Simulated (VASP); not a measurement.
Output of a VASP run:

OUTCAR:
```
 ion  position               nearest neighbor table
   1  0.250  0.248  0.355-   7 2.77   8 2.77   5 2.78   6 2.78   3 2.78   2 2.80   2 2.80   3 2.83
  LATTYP: Found a simple tetragonal cell.
 ALAT       =     5.6097938052
 C/A-ratio  =     3.5860416395
 Subroutine PRICEL returns:
 Original cell was already a primitive cell.
 Subroutine GETGRP returns: Found  4 space group operations
The static configuration has the point symmetry C_1h.
 The point group associated with its full space group is C_2v.
The dynamic configuration has the point symmetry C_1h.
 Subroutine INISYM returns: Found  4 space group operations
 Subroutine IBZKPT returns following result:
 Found      9 irreducible k-points:

 Following reciprocal coordinates:
            Coordinates               Weight
  0.000000  0.000000  0.000000      1.000000
  0.200000  0.000000  0.000000      2.000000
  0.000000  0.200000  0.000000      2.000000
  0.400000  0.000000  0.000000      2.000000
  0.000000  0.400000  0.000000      2.000000
  0.200000  0.200000  0.000000      4.000000
  0.400000  0.200000  0.000000      4.000000
 -0.200000  0.400000  0.000000      4.000000
  0.400000  0.400000  0.000000      4.000000
   k-points           NKPTS =      9   k-points in BZ     NKDIM =      9   number of bands    NBANDS=     98
   number of dos      NEDOS =    301   number of ions     NIONS =     17
   total plane-waves  NPLWV =  76832
   dimension x,y,z NGX =    28 NGY =   28 NGZ =   98
   dimension x,y,z NGXF=    56 NGYF=   56 NGZF=  196
   ions per type =              16   1
   PREC   = normal    normal or accurate (medium, high low for compatibility)
   ISTART =      1    job   : 0-new  1-cont  2-samecut
   ICHARG =      0    charge: 1-file 2-atom 10-const
   ISPIN  =      1    spin polarized calculation?
   LNONCOLLINEAR =      F non collinear calculations
   LSORBIT =      F    spin-orbit coupling
   INIWAV =      1    electr: 0-lowe 1-rand  2-diag
   ENCUT  =  400.0 eV  29.40 Ry    5.42 a.u.   9.15  9.15 32.81*2*pi/ulx,y,z
   NELM   =    100;   NELMIN=  4; NELMDL=  0     # of ELM steps
   EDIFF  = 0.1E-05   stopping-criterion for ELM
   LREAL  =      F    real-space projection
   NLSPLINE    = F    spline interpolate recip. space projectors
   LMAXMIX     =    6 max onsite mixed and CHGCAR
   VOSKOWN=      0    Vosko Wilk Nusair interpolation
   EDIFFG = 0.1E-04   stopping-criterion for IOM
   NSW    =      0    number of steps for IOM
   NBLOCK =      1;   KBLOCK =      1    inner block; outer block
   IBRION =     -1    ionic relax: 0-MD 1-quasi-New 2-CG
   NFREE  =      0    steps in history (QN), initial steepest desc. (CG)
   ISIF   =      2    stress and relaxation
   ISYM   =      2    0-nonsym 1-usesym 2-fastsym
   TEIN   =    0.0    initial temperature
   TEBEG  =    0.0;   TEEND  =   0.0 temperature during run
   SMASS  =  -3.00    Nose mass-parameter (am)
   PSTRESS=    0.0 pullay stress
   NELECT =     164.0000    total number of electrons
   EFERMI =   0.00;   METHOD = LEGACY
   ISMEAR =     1;   SIGMA  =   0.10  broadening in eV -4-tet -1-fermi 0-gaus
   IALGO  =     38    algorithm
   LDIAG  =      T    sub-space diagonalisation (order eigenvalues)
   IMIX   =      4    mixing-type and parameters
     AMIX     =   0.40;   BMIX     =  1.00
     AMIX_MAG =   1.60;   BMIX_MAG =  1.00
     AMIN     =   0.10
   GGA     = PE    functional components
   VOSKOWN =     0    Vosko Wilk Nusair interpolation
   LHFCALC =     F    Hartree Fock is set to
   LHFONE  =     F    Hartree Fock one center treatment
   AEXX    =    0.0000 exact exchange contribution
   IVDW    =     0    specifies the selected vdW correction
   LEPSILON=     F    determine dielectric tensor
   LRPA    =     F    only Hartree local field effects (RPA)
  energy-cutoff  :      400.00
  volume of cell :      633.08
      direct lattice vectors                 reciprocal lattice vectors
     5.609793805  0.000000000  0.000000000     0.178259671  0.000000000  0.000000000
     0.000000000  5.609793805  0.000000000     0.000000000  0.178259671  0.000000000
     0.000000000  0.000000000 20.116954175     0.000000000  0.000000000  0.049709314
...
```

File OSZICAR:
```
       N       E                     dE             d eps       ncg     rms          rms(c)
DAV:   1    -0.983003287661E+02   -0.98300E+02   -0.60350E-04  2202   0.139E-01    0.178E-01
DAV:   2    -0.983256842909E+02   -0.25356E-01   -0.48685E-02  2574   0.120E+00    0.169E+00
DAV:   3    -0.983006706441E+02    0.25014E-01   -0.45278E-02  2794   0.112E+00    0.278E-01
DAV:   4    -0.982999808729E+02    0.68977E-03   -0.20330E-03  2076   0.218E-01    0.275E-02
DAV:   5    -0.982999939162E+02   -0.13043E-04   -0.10845E-04  2086   0.360E-02    0.176E-02
DAV:   6    -0.982999921665E+02    0.17497E-05   -0.10396E-05  1964   0.149E-02    0.820E-03
DAV:   7    -0.982999918147E+02    0.35171E-06   -0.17923E-06  1118   0.623E-03
   1 F= -.98299992E+02 E0= -.98298447E+02  d E =-.463412E-02
```

File OUTCAR:
```
------------------------ aborting loop because EDIFF is reached ----------------------------------------
  FORCE on cell =-STRESS in cart. coord.  units (eV):
  Direction    XX          YY          ZZ          XY          YZ          ZX
  --------------------------------------------------------------------------------------
  Total       -9.1882850    -10.7455351     -0.6622164      0.0000000      0.0000000      0.0000000
  in kB      -23.2535368    -27.1945957     -1.6759248      0.0000000      0.0000000      0.0000000
  external PRESSURE =     -17.3746858 kB  Pullay stress =       0.0000000 kB
  volume of cell :      633.08
      direct lattice vectors                 reciprocal lattice vectors
     5.609793805  0.000000000  0.000000000     0.178259671  0.000000000  0.000000000
     0.000000000  5.609793805  0.000000000     0.000000000  0.178259671  0.000000000
     0.000000000  0.000000000 20.116954175     0.000000000  0.000000000  0.049709314
 POSITION                                       TOTAL-FORCE (eV/Angst)
 -----------------------------------------------------------------------------------
      1.40245      1.39194      7.13291         0.000000      0.001200      0.006272
      4.20735      1.39617      7.14995         0.000000     -0.002639      0.005541
      1.40245      4.21786      7.13291         0.000000     -0.001200      0.006272
      4.20735      4.21362      7.14995         0.000000      0.002639      0.005541
      0.00088      0.00000      9.08207         0.002609      0.000000      0.002348
      2.80401      0.00000      9.08207        -0.002609      0.000000      0.002348
      5.60956      2.80490      9.05855         0.006061      0.000000      0.009317
      2.80513      2.80490      9.05855        -0.006061      0.000000      0.009317
      1.40245      1.38599     11.03545         0.000000     -0.002345      0.010926
      4.20735      1.37193     11.06494         0.000000      0.000948     -0.001572
      1.40245      4.22381     11.03545         0.000000      0.002345      0.010926
      4.20735      4.23787     11.06494         0.000000     -0.000948     -0.001572
      5.54610      0.00000     13.18156         0.006369      0.000000     -0.021692
      2.86859      0.00000     13.18156        -0.006369      0.000000     -0.021692
      0.01128      2.80490     12.93346         0.002269      0.000000      0.000556
      2.79362      2.80490     12.93346        -0.002269      0.000000      0.000556
      1.40245      0.00000     14.30034         0.000000      0.000000     -0.023395
 -----------------------------------------------------------------------------------
    total drift:                                0.000000      0.000000     -0.000581
  FREE ENERGIE OF THE ION-ELECTRON SYSTEM (eV)
  ---------------------------------------------------
  free  energy   TOTEN  =       -98.2999918147 eV

  energy  without entropy=      -98.2953576907  energy(sigma->0) =      -98.29844711

 total charge

# of ion       s       p       d       tot
------------------------------------------
    1        0.616   0.393   8.035   9.044
    2        0.619   0.401   8.030   9.050
    3        0.616   0.393   8.035   9.044
    4        0.619   0.401   8.030   9.050
    5        0.625   0.588   8.009   9.222
    6        0.625   0.588   8.009   9.222
    7        0.614   0.566   8.027   9.207
    8        0.614   0.566   8.027   9.207
    9        0.611   0.553   8.029   9.194
   10        0.622   0.568   8.028   9.218
   11        0.611   0.553   8.029   9.194
   12        0.622   0.568   8.028   9.218
   13        0.700   0.599   8.079   9.378
   14        0.700   0.599   8.079   9.378
   15        0.614   0.406   8.062   9.082
   16        0.614   0.406   8.062   9.082
   17        0.979   1.287   0.000   2.266
--------------------------------------------------
tot         11.019   9.434 128.599 149.053
```
(Selected blocks of OUTCAR.)

### POSCAR
```
Pt16C
1
    5.6097938052     0.0000000000     0.0000000000
    0.0000000000     5.6097938052     0.0000000000
    0.0000000000     0.0000000000    20.1169541747
Pt C
16 1
Direct
  0.2500000000   0.2481259356   0.3545722623
  0.7500000000   0.2488807142   0.3554189257
  0.2500000000   0.7518740644   0.3545722623
  0.7500000000   0.7511192858   0.3554189257
  0.0001573348   1.0000000000   0.4514634611
  0.4998426652   1.0000000000   0.4514634611
  0.9999591805   0.5000000000   0.4502944237
  0.5000408195   0.5000000000   0.4502944237
  0.2500000000   0.2470653495   0.5485645795
  0.7500000000   0.2445589659   0.5500304029
  0.2500000000   0.7529346505   0.5485645795
  0.7500000000   0.7554410341   0.5500304029
  0.9886462804   1.0000000000   0.6552462769
  0.5113537196   1.0000000000   0.6552462769
  0.0020107820   0.5000000000   0.6429132410
  0.4979892180   0.5000000000   0.6429132410
  0.2500000000   1.0000000000   0.7108598539
```

### Question
Write an INCAR and KPOINTS that could have produced this output.

### Answer
Several could match; the one computed here: the input of the run itself, PBE GGA, plane waves, VASP's PBE PAW potentials (set 64).

INCAR:
```
ALGO=Normal
DIPOL=0.5 0.5 0.5
EDIFF=1E-6
ENCUT=400
GGA=PE
IDIPOL=3
ISMEAR=1
LASPH=.TRUE.
LCHARG=.FALSE.
LDIPOL=.TRUE.
LMAXMIX=6
LORBIT=11
LREAL=.FALSE.
LVHAR=.TRUE.
LWAVE=.FALSE.
NELM=100
NELMIN=4
PREC=Normal
SIGMA=0.1
SYSTEM=Pt16C
```

### KPOINTS
```
kpoints
0
gamma
  5 5 1
0 0 0
```

POTCAR, in this order: Pt C (PBE.64 set). Program: vasp_std. Read from the step before: WAVECAR.

At this cut-off the stress carries a Pulay error, which pulls relaxed volumes low.

The cell is a thin slab with vacuum, built from Pt (fcc): (100) face, C adsorbed.
